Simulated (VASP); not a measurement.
Given:

```
CELL_PARAMETERS angstrom
      2.88701     0.00000     0.00000
     -1.44351     2.50023     0.00000
      0.00000     0.00000     9.55204
ATOMIC_POSITIONS crystal
  Ge 0.66667 0.33333 0.00000
  Au 0.66667 0.33333 0.50000
  Au 0.33333 0.66667 0.24941
  Au 0.33333 0.66667 0.75059
```

Level of theory: PBEsol GGA with spin-orbit coupling, VASP's PBE PAW potentials (set 64) (plane waves; VASP). Numerical set-up: 400 eV cut-off, 11×11×3 Γ-centred mesh, Gaussian smearing of 0.050 eV, potentials Ge_d Au.

### Question
What does the run give for the energy per atom (σ→0), band gap (over mesh and band path) with the smallest direct gap where there is one?

### Answer

The band gap (over mesh and band path) is none (metal, semimetal or under 0.01 eV). The energy per atom (σ→0) is -4.318 eV/atom.

The structure comes from a computed database's GeAu3 entry (P-6m2); how it stands against other phases isn't given here. It was relaxed first, which changed the volume by -6 %.
